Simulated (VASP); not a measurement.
Data:

```
Na2S
1.0
    0.00000     3.18908     3.18908
    3.18908     0.00000     3.18908
    3.18908     3.18908     0.00000
Na S
2 1
Direct
  0.25000   0.25000   0.25000
  0.75000   0.75000   0.75000
  0.00000   0.00000   0.00000
```

Method: LDA (Ceperley-Alder, Perdew-Zunger), VASP's LDA PAW potentials (set 64) (plane waves; VASP 6.6.1). Settings: 500 eV cut-off, 6×6×6 Γ-centred mesh, Gaussian smearing of 0.050 eV, potentials Na_pv S.

Energy and stress use the plane-wave basis of the starting cell.

Task: The ions, cell shape and volume at an external pressure of 5.0 GPa are relaxed. Which structure does the run end with?

Result: 
```
Na2S
1.0
    0.00000     3.07408     3.07408
    3.07408     0.00000     3.07408
    3.07408     3.07408     0.00000
Na S
2 1
Direct
  0.25000   0.25000   0.25000
  0.75000   0.75000   0.75000
  0.00000   0.00000   0.00000
```
Space group Fm-3m (225), at a tolerance of 0.03 Å.

Task: How do energy and volume change from the first to the last step?

Result: The energy (σ→0) changes by +32.3 meV/atom and the volume by -10.4 %, in 3 ionic steps.

The compound is Na2S in the antifluorite structure. This run relaxes it under an external pressure of 5 GPa. Symmetry was kept, so distortions that lower it aren't found.
